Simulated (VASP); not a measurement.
# LaC2: structure and properties in VASP

Wanted: the relaxed cell of LaC2 and its properties. The steps: full relaxation (LDA), second relaxation, density, ELF and potential (LDA), band structure (LDA), total and projected DOS (LDA), volume scan with LDA, fit for LDA, electric field gradients (LDA) and a single point (LDA), changed input. The start is a cell from a database of measured crystal structures.

Main program and level: VASP 6.6.1; LDA; plane waves and PAW (La, C).

## Step 1: Starting point

Before any relaxation, the start is as follows. The structure is tetragonal, space group I4/mmm (No. 139). The conventional cell has a = 3.934 Å, b = 3.934 Å, c = 6.572 Å, α = 90.00°, β = 90.00°, γ = 90.00°. Nearest to La lie 10 C at 2.65 to 2.85 Å. C has 1 C at 1.27 Å and 5 La at 2.65 to 2.85 Å nearest. Farther neighbours are not listed.

## Step 2: Full relaxation (LDA)

Properties are meant for the cell that this level of theory prefers, so cell and atoms are relaxed first (ISIF = 3) until forces and stress are small; EDIFFG sets the threshold. LDA, the lowest rung, knows the local density alone.

File INCAR:

```
SYSTEM = LaC2
PREC = Accurate
ENCUT = 520
EDIFF = 1E-06
NELM = 100
ISMEAR = 0
SIGMA = 0.05
LREAL = .FALSE.
ALGO = Normal
GGA = CA
NBANDS = 15
LASPH = .TRUE.
LORBIT = 11
LWAVE = .FALSE.
LCHARG = .FALSE.
KPAR = 2
IBRION = 2
NSW = 60
ISIF = 3
EDIFFG = -0.01
```

File POSCAR:

```
LaC2
1.0
   -1.9670000000      1.9670000000      3.2860000000
    1.9670000000     -1.9670000000      3.2860000000
    1.9670000000      1.9670000000     -3.2860000000
La C
1 2
Direct
    0.0000000000      0.0000000000      0.0000000000
    0.4030000000      0.4030000000      0.0000000000
    0.5970000000      0.5970000000      0.0000000000
```

File KPOINTS:

```
Automatic mesh
0
Gamma
8 8 8
0 0 0
```

The projector-augmented-wave data sets are La and C (LDA family, release 64).

Run with:

```console
> mpirun -np 2 vasp_std
```

Output:

```text
[banner, memory and clock lines left out]
running    2 mpi-ranks, on    1 nodes
 distrk:  each k-point on    1 cores,    2 groups
 distr:  one band on    1 cores,    1 groups

 POSCAR found type information on POSCAR LaC
 POSCAR found :  2 types and       3 ions
 LDA part: xc-table for (Slater(with rela. corr.)+CA(PZ))
 , standard interpolation
 POSCAR, INCAR and KPOINTS ok, starting setup
 FFT: planning ... GRIDC
 FFT: planning ... GRID_SOFT
 FFT: planning ... GRID
 WAVECAR not read
 entering main loop
       N       E                     dE             d eps       ncg     rms          rms(c)
DAV:   1     0.156432518261E+03    0.15643E+03   -0.71452E+03  1810   0.171E+03
DAV:   2    -0.474379414916E+01   -0.16118E+03   -0.15430E+03  2506   0.252E+02
DAV:   3    -0.279973791905E+02   -0.23254E+02   -0.22184E+02  2980   0.127E+02
DAV:   4    -0.290023654411E+02   -0.10050E+01   -0.10006E+01  2684   0.259E+01
DAV:   5    -0.290700443366E+02   -0.67679E-01   -0.67660E-01  2874   0.578E+00    0.862E+00
DAV:   6    -0.261937068828E+02    0.28763E+01   -0.11776E+01  2718   0.198E+01    0.387E+00
DAV:   7    -0.261230923236E+02    0.70615E-01   -0.11945E+00  2735   0.702E+00    0.205E+00
DAV:   8    -0.261020760422E+02    0.21016E-01   -0.22724E-01  3182   0.460E+00    0.468E-01
DAV:   9    -0.260965283617E+02    0.55477E-02   -0.35175E-02  3062   0.150E+00    0.145E-01
DAV:  10    -0.260964358660E+02    0.92496E-04   -0.30509E-03  2985   0.483E-01    0.391E-02
DAV:  11    -0.260964487297E+02   -0.12864E-04   -0.15208E-04  2662   0.908E-02    0.246E-02
DAV:  12    -0.260964515565E+02   -0.28268E-05   -0.49804E-05  3261   0.668E-02    0.583E-03
DAV:  13    -0.260964508429E+02    0.71362E-06   -0.80660E-06  2872   0.230E-02
   1 F= -.26096451E+02 E0= -.26095818E+02  d E =-.260965E+02
 curvature:   0.00 expect dE= 0.000E+00 dE for cont linesearch  0.000E+00
 trial: gam= 0.00000 g(F)=  0.722E-01 g(S)=  0.737E-01 ort = 0.000E+00 (trialstep = 0.100E+01)
 search vector abs. value=  0.146E+00
 bond charge predicted
       N       E                     dE             d eps       ncg     rms          rms(c)
DAV:   1    -0.264359824045E+02   -0.33953E+00   -0.22469E+01  2681   0.448E+01    0.330E+00
DAV:   2    -0.261201368227E+02    0.31585E+00   -0.87145E-01  2692   0.855E+00    0.144E+00
DAV:   3    -0.260461034412E+02    0.74033E-01   -0.33278E-01  3019   0.521E+00    0.436E-01
DAV:   4    -0.260472886629E+02   -0.11852E-02   -0.21309E-02  2991   0.953E-01    0.218E-01
DAV:   5    -0.260477760183E+02   -0.48736E-03   -0.30031E-03  3052   0.369E-01    0.110E-01
DAV:   6    -0.260479348483E+02   -0.15883E-03   -0.74970E-04  3237   0.255E-01    0.221E-02
DAV:   7    -0.260479300163E+02    0.48319E-05   -0.63541E-05  3128   0.803E-02    0.132E-02
DAV:   8    -0.260479271783E+02    0.28380E-05   -0.64706E-06  2604   0.267E-02    0.418E-03
DAV:   9    -0.260479270740E+02    0.10429E-06   -0.68260E-07  1928   0.101E-02
   2 F= -.26047927E+02 E0= -.26047616E+02  d E =0.485238E-01
[... from here on, the cycles between the ionic steps are left out ...]
   3 F= -.26122552E+02 E0= -.26121979E+02  d E =-.261013E-01
   4 F= -.26119137E+02 E0= -.26118501E+02  d E =0.341522E-02
   5 F= -.26139508E+02 E0= -.26138905E+02  d E =-.169554E-01
   6 F= -.26139505E+02 E0= -.26138901E+02  d E =-.169527E-01
   7 F= -.26139920E+02 E0= -.26139324E+02  d E =-.415182E-03
   8 F= -.26139956E+02 E0= -.26139366E+02  d E =-.450963E-03
   9 F= -.26139615E+02 E0= -.26139051E+02  d E =0.340699E-03
  10 F= -.26139994E+02 E0= -.26139410E+02  d E =-.378328E-04
 curvature:  -0.11 expect dE=-0.366E-05 dE for cont linesearch -0.126E-08
 trial: gam=-0.06784 g(F)=  0.217E-04 g(S)=  0.118E-04 ort = 0.335E-05 (trialstep = 0.465E+00)
 search vector abs. value=  0.375E-04
 bond charge predicted
       N       E                     dE             d eps       ncg     rms          rms(c)
DAV:   1    -0.261400169208E+02   -0.22919E-04   -0.11031E-03  2709   0.416E-01    0.185E-02
DAV:   2    -0.261400054891E+02    0.11432E-04   -0.35397E-05  2759   0.647E-02    0.889E-03
DAV:   3    -0.261400020309E+02    0.34582E-05   -0.17737E-05  3063   0.416E-02    0.245E-03
DAV:   4    -0.261400020010E+02    0.29929E-07   -0.54526E-07  1410   0.771E-03
  11 F= -.26140002E+02 E0= -.26139418E+02  d E =-.835719E-05
 trial-energy change:   -0.000008  1 .order   -0.000008   -0.000015   -0.000001
 step:   0.4995(harm=  0.4995)  dis= 0.00030  next Energy=   -26.140002 (dE=-0.832E-05)
 reached required accuracy - stopping structural energy minimisation
```

Elapsed: 71 s, on 2 MPI ranks of Intel Xeon Platinum 8488C (Sapphire Rapids), shared host; peak memory 0.39 GiB; 2.3 min of CPU time.

Lines that name or quote the potential files are left out of all logs, and their timing lines are given in words.

Parts of OUTCAR (step 2):

```text
ion  position               nearest neighbor table
   1  0.000  0.000  0.000-   2 2.65   3 2.65   3 2.85   2 2.85   3 2.85   3 2.85   3 2.85   2 2.85
                             2 2.85   2 2.85
   2  0.403  0.403  0.000-   3 1.27   1 2.65   1 2.85   1 2.85   1 2.85   1 2.85
   3  0.597  0.597  0.000-   2 1.27   1 2.65   1 2.85   1 2.85   1 2.85   1 2.85

  LATTYP: Found a body centered tetragonal cell.
 ALAT       =     3.9340000000
 C/A-ratio  =     1.6705643111

 Subroutine GETGRP returns: Found 16 space group operations
 (whereof 16 operations were pure point group operations)

The static configuration has the point symmetry D_4h.

 Found     59 irreducible k-points:

   k-points           NKPTS =     59   k-points in BZ     NKDIM =     59   number of bands    NBANDS=     15

   dimension x,y,z NGX =    32 NGY =   32 NGZ =   32
   dimension x,y,z NGXF=    64 NGYF=   64 NGZF=   64

   ENCUT  =  520.0 eV  38.22 Ry    6.18 a.u.   8.01  8.01  8.01*2*pi/ulx,y,z

   NELECT =      19.0000    total number of electrons

 k-points in reciprocal lattice and weights: Automatic mesh
   0.00000000  0.00000000  0.00000000       0.002
   0.12500000 -0.00000000  0.00000000       0.016
   0.25000000 -0.00000000  0.00000000       0.016
   0.37500000  0.00000000 -0.00000000       0.016
   0.50000000 -0.00000000  0.00000000       0.008
   0.12500000  0.12500000  0.00000000       0.016
   0.25000000  0.12500000  0.00000000       0.031
   0.37500000  0.12500000 -0.00000000       0.031
   0.50000000  0.12500000  0.00000000       0.031
[...]
-0.37500000 -0.37500000  0.37500000       0.004
   0.50000000  0.50000000  0.50000000       0.002

 average (electrostatic) potential at core
       1 -95.9531       2 -51.1417       3 -51.1417

 E-fermi :   7.4884

 k-point     1 :       0.0000    0.0000    0.0000
  band No.  band energies     occupation
    ...
      7       2.8192      2.00000
      8       4.3849      2.00000
      9       4.3849      2.00000
     10       7.4218      1.94035
     11       7.4218      1.94035
     12       8.0629      0.00000
     13       9.5433      0.00000
     14      10.2264      0.00000
     15      10.3023      0.00000

 k-point     2 :       0.1250   -0.0000    0.0000
  band No.  band energies     occupation
    ...
      6       2.1036      2.00000
      7       3.4120      2.00000
      8       4.1075      2.00000
      9       4.1309      2.00000
     10       7.4809      1.16856
     11       7.6388      0.00002
     12       8.3099      0.00000
     13       9.7412      0.00000
     14      10.2361      0.00000
     15      10.2777      0.00000

 k-point     3 :       0.2500   -0.0000    0.0000
  band No.  band energies     occupation
    ...
      5      -6.0373      2.00000
      6       1.5404      2.00000
      7       3.2563      2.00000
      8       3.5417      2.00000
      9       4.4309      2.00000
     10       7.7680      0.00000
     11       8.2027      0.00000
     12       8.9556      0.00000
     13      10.0290      0.00000
     14      10.1920      0.00000
    ...

  Total       -0.0012304     -0.0012304     -0.0100091      0.0000000     -0.0000000      0.0000000
  in kB       -0.0407377     -0.0407377     -0.3314075      0.0000000     -0.0000000      0.0000000
  external PRESSURE =      -0.1376276 kB  Pullay stress =       0.0000000 kB

  energy-cutoff  :      520.00
  volume of cell :       48.39
      direct lattice vectors                 reciprocal lattice vectors
    -1.930229710  1.930229710  3.246886792     0.000000000  0.259036527  0.153993666
     1.930229710 -1.930229710  3.246886792     0.259036527  0.000000000  0.153993666
     1.930229710  1.930229710 -3.246886792     0.259036527  0.259036527  0.000000000

 POSITION                                       TOTAL-FORCE (eV/Angst)
 -----------------------------------------------------------------------------------
      1.93023      1.93023     -3.24689        -0.000000     -0.000000      0.000000
      0.00000      0.00000      2.60365         0.000000      0.000000      0.003074
      0.00000      0.00000      3.89013         0.000000      0.000000     -0.003074
 -----------------------------------------------------------------------------------
    total drift:                                0.000000      0.000000     -0.000000

  FREE ENERGIE OF THE ION-ELECTRON SYSTEM (eV)
  ---------------------------------------------------
  free  energy   TOTEN  =       -26.1400020010 eV

  energy  without entropy=      -26.1388346412  energy(sigma->0) =      -26.13941832

 reached required accuracy - stopping structural energy minimisation

 total charge
# of ion       s       p       d       f       tot
--------------------------------------------------
    1        2.030   5.679   0.686   0.180   8.575
    2        0.914   1.593   0.000   0.000   2.506
    3        0.914   1.593   0.000   0.000   2.506
--------------------------------------------------
tot          3.857   8.864   0.686   0.180  13.588

[... 3 further parts left out ...]
```

This run has no spin polarisation. Its electron count is odd, so without a moment it is a metal by construction. The run keeps the 16 symmetry operations of its start, so it cannot find a distortion of lower symmetry.

Relaxation path:

```tsv
step	energy less that of the first step (eV)	largest force (eV/Å)	pressure (GPa)	volume (Å³)
1	0.0000	0.8650	-3.72	50.86
2	0.0485	2.9804	-3.02	48.01
3	-0.0261	0.6915	-3.79	49.81
4	-0.0227	0.6265	4.48	46.98
5	-0.0431	0.0777	-0.08	48.44
6	-0.0431	0.0655	0.00	48.41
7	-0.0435	0.0228	0.04	48.40
8	-0.0435	0.0729	0.06	48.40
9	-0.0432	0.1632	-0.36	48.42
10	-0.0435	0.0150	-0.05	48.41
11	-0.0436	0.0031	-0.01	48.39
```

```tsv
conventional cell, symmetrised	before	after	change
a (Å)	3.934	3.860	-1.9 %
b (Å)	3.934	3.860	-1.9 %
c (Å)	6.572	6.494	-1.2 %
volume (Å³/atom)	16.95	16.13	-4.8 %
```

The atoms that moved most (Å, as changes of fractional coordinates times the final cell):

```tsv
atom	dx	dy	dz	length
C2	0.000	0.000	-0.013	0.013
C3	0.000	0.000	0.013	0.013
```

Final coordinates:

```cif
data_structure
_symmetry_space_group_name_H-M 'P 1'
_symmetry_Int_Tables_number 1
_cell_length_a 4.2419
_cell_length_b 4.2419
_cell_length_c 4.2419
_cell_angle_alpha 125.865
_cell_angle_beta 125.865
_cell_angle_gamma 80.110
_cell_volume 48.39
loop_
_atom_site_label
_atom_site_type_symbol
_atom_site_fract_x
_atom_site_fract_y
_atom_site_fract_z
_atom_site_occupancy
La1 La 0.00000 0.00000 0.00000 1
C2 C 0.40095 0.40095 0.00000 1
C3 C 0.59905 0.59905 0.00000 1
```

This step gave:

* electrons: 19
* bands: 15
* irreducible k points: 59
* symmetry operations: 16
* free energy (TOTEN): -26.14 eV
* energy at zero smearing: -26.14 eV
* Fermi energy: 7.488 eV
* pressure: -0.01376 GPa
* metallic: yes
* SCF cycles over all ionic steps: 74

It ends with a largest force of 0.003 eV/Å and a pressure of -0.01 GPa. The volume lies -4.8 % from that of the database's start, which holds the thermal and zero-point expansion of its experiment. LDA is known to overbind.

## Step 3: Second relaxation

A relaxation keeps the plane waves of the cell it began with, so it is repeated from the new cell, on a basis made for it.

INCAR is that of step 2.

File POSCAR:

```
LaC2
1.0
   -1.9302297104      1.9302297104      3.2468867917
    1.9302297104     -1.9302297104      3.2468867917
    1.9302297104      1.9302297104     -3.2468867917
La C
1 2
Direct
    0.0000000000      0.0000000000      0.0000000000
    0.4009451034      0.4009451034      0.0000000000
    0.5990548966      0.5990548966      0.0000000000
```

KPOINTS is that of step 2.

Run with:

```console
> mpirun -np 2 vasp_std
```

Output:

```text
[... set-up lines as in an earlier step ...]
 entering main loop
       N       E                     dE             d eps       ncg     rms          rms(c)
DAV:   1     0.153637835304E+03    0.15364E+03   -0.71890E+03  1802   0.172E+03
DAV:   2    -0.432717369091E+01   -0.15797E+03   -0.15102E+03  2494   0.253E+02
DAV:   3    -0.278084221393E+02   -0.23481E+02   -0.22541E+02  2978   0.123E+02
DAV:   4    -0.288907948169E+02   -0.10824E+01   -0.10680E+01  2751   0.269E+01
DAV:   5    -0.289652589146E+02   -0.74464E-01   -0.74452E-01  2794   0.598E+00    0.853E+00
DAV:   6    -0.262458601595E+02    0.27194E+01   -0.10812E+01  2771   0.197E+01    0.386E+00
DAV:   7    -0.261651462215E+02    0.80714E-01   -0.10967E+00  2680   0.681E+00    0.206E+00
DAV:   8    -0.261440885760E+02    0.21058E-01   -0.21123E-01  3220   0.461E+00    0.449E-01
DAV:   9    -0.261392357951E+02    0.48528E-02   -0.30341E-02  3068   0.144E+00    0.144E-01
DAV:  10    -0.261391229342E+02    0.11286E-03   -0.25748E-03  2982   0.467E-01    0.366E-02
DAV:  11    -0.261391343501E+02   -0.11416E-04   -0.13189E-04  2650   0.816E-02    0.226E-02
DAV:  12    -0.261391371932E+02   -0.28431E-05   -0.37707E-05  3305   0.618E-02    0.542E-03
DAV:  13    -0.261391368101E+02    0.38313E-06   -0.40582E-06  2500   0.173E-02
   1 F= -.26139137E+02 E0= -.26138553E+02  d E =-.261391E+02
 curvature:   0.00 expect dE= 0.000E+00 dE for cont linesearch  0.000E+00
 trial: gam= 0.00000 g(F)=  0.134E-06 g(S)=  0.478E-06 ort = 0.000E+00 (trialstep = 0.100E+01)
 search vector abs. value=  0.612E-06
 reached required accuracy - stopping structural energy minimisation
```

Elapsed: 12 s, on 2 MPI ranks; peak memory 0.36 GiB.

Parts of OUTCAR (step 3):

```text
  LATTYP: Found a body centered tetragonal cell.
 ALAT       =     3.8604594208
 C/A-ratio  =     1.6821245545

The static configuration has the point symmetry D_4h.

 Found     59 irreducible k-points:

   ENCUT  =  520.0 eV  38.22 Ry    6.18 a.u.   7.89  7.89  7.89*2*pi/ulx,y,z

   NELECT =      19.0000    total number of electrons

 E-fermi :   7.4885

 k-point     1 :       0.0000    0.0000    0.0000
  band No.  band energies     occupation
    ...
      7       2.8195      2.00000
      8       4.3851      2.00000
      9       4.3851      2.00000
     10       7.4219      1.94037
     11       7.4219      1.94037
     12       8.0630      0.00000
     13       9.5438      0.00000
     14      10.2270      0.00000
     15      10.3029      0.00000

 k-point     2 :       0.1250    0.0000    0.0000
  band No.  band energies     occupation
    ...
      6       2.1038      2.00000
      7       3.4122      2.00000
      8       4.1077      2.00000
      9       4.1311      2.00000
     10       7.4810      1.16855
     11       7.6389      0.00002
     12       8.3100      0.00000
     13       9.7417      0.00000
     14      10.2376      0.00000
     15      10.2782      0.00000

  Total        0.0007702      0.0007702     -0.0053442      0.0000000     -0.0000000      0.0000000
  in kB        0.0255006      0.0255006     -0.1769506      0.0000000     -0.0000000      0.0000000
  external PRESSURE =      -0.0419831 kB  Pullay stress =       0.0000000 kB

 POSITION                                       TOTAL-FORCE (eV/Angst)
 -----------------------------------------------------------------------------------
      0.00000      0.00000      0.00000         0.000000      0.000000     -0.000000
      0.00000      0.00000      2.60365        -0.000000     -0.000000      0.001179
      0.00000      0.00000      3.89013         0.000000      0.000000     -0.001179
 -----------------------------------------------------------------------------------
    total drift:                                0.000000      0.000000      0.000000

  FREE ENERGIE OF THE ION-ELECTRON SYSTEM (eV)
  ---------------------------------------------------
  free  energy   TOTEN  =       -26.1391368101 eV

  energy  without entropy=      -26.1379692747  energy(sigma->0) =      -26.13855304

 total charge
# of ion       s       p       d       f       tot
--------------------------------------------------
    1        2.030   5.679   0.686   0.180   8.575
    2        0.914   1.593   0.000   0.000   2.507
    3        0.914   1.593   0.000   0.000   2.507
--------------------------------------------------
tot          3.858   8.864   0.686   0.180  13.589

[... 5 parts as in an earlier step ...]

[... 7 further parts left out ...]
```

CONTCAR:

```
LaC2
   1.00000000000000
    -1.9302297103999999    1.9302297103999999    3.2468867917000002
     1.9302297103999999   -1.9302297103999999    3.2468867917000002
     1.9302297103999999    1.9302297103999999   -3.2468867917000002
  La              C
     1     2
Direct
     0.0000000000000000    0.0000000000000000    0.0000000000000000
     0.4009451033999980    0.4009451033999980    0.0000000000000000
     0.5990548966000020    0.5990548966000020    0.0000000000000000
```

Little changed from the start: no atom moved by 0.005 Å and no cell edge by 0.1 %.

This step gave:

```yaml
fermi_energy: 7.489 eV
pressure: -0.004198 GPa
scf_cycles_over_all_ionic_steps: 13
```

It ends with a largest force of 0.001 eV/Å and a pressure of 0.00 GPa. The volume moved by under 0.01 %: the run met its threshold at the first step.

[end of part 1 of 5]

[Lines on the potential files, build, host, timing and source positions are cut from VASP's logs without a mark.]

[Logs are printed without paths, hosts, clocks, repeated set-up lines and the standing remarks that a program may print on its own settings, such as how far it seeks lower states.]

[Hosts, paths, dates, database ids (printed as entryN), source tags and the programs' standing remarks are cut or masked in the printed files.]

[A measured line is paired with the nearest computed mode of its activity, which favours agreement.]
